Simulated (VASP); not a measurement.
Here is the system:

```yaml
crystal:
  lattice:
    - [4.02028, 0.00000, 0.00000]
    - [0.00000, 4.02028, 0.00000]
    - [0.00000, 0.00000, 4.02028]
  atoms:
    - { symbol: K, position: [0.00000, 0.00000, 0.00000] }
    - { symbol: Ta, position: [0.50000, 0.50000, 0.50000] }
    - { symbol: O, position: [0.50000, 0.00000, 0.50000] }
    - { symbol: O, position: [0.00000, 0.50000, 0.50000] }
    - { symbol: O, position: [0.50000, 0.50000, 0.00000] }
```

These are PBE GGA, VASP's PBE PAW potentials (set 64) (plane waves; VASP 6.6.1) values and carry that method's errors. Settings: 450 eV cut-off, Gaussian smearing of 0.050 eV, potentials K_sv Ta_pv O.

Unless said otherwise, spin-orbit coupling is left out, though it shifts the bands of the heavy elements here.

Task: Give the energies of bands 11 to 22 at the high-symmetry points, in eV from the valence-band maximum.

Result: 
```tsv
band	Γ	X	M	R
11	-2.43	-5.36	-5.45	-5.48
12	-2.43	-2.49	-5.30	-5.28
13	-2.43	-2.49	-4.42	-5.28
14	-1.02	-2.31	-2.74	-3.83
15	-1.02	-2.31	-2.74	-3.83
16	-1.02	-2.09	-1.70	-3.83
17	-0.63	-1.46	-1.40	0.00
18	-0.63	-0.85	-1.40	0.00
19	-0.63	-0.85	-0.04	0.00
20	2.12	2.27	4.89	6.26
21	2.12	4.86	4.89	6.26
22	2.12	4.86	6.14	6.26
```

The gap is indirect, 2.12 eV, from the valence maximum at R to the conduction minimum at Γ.

Measured: gap 3.64 eV (computed value off by -1.52 eV), as given by Burak Himmetoglu et al., Journal of Physics Condensed Matter (2016), arXiv:1601.06205.

The compound is KTaO3 in the cubic perovskite structure. It was relaxed first.
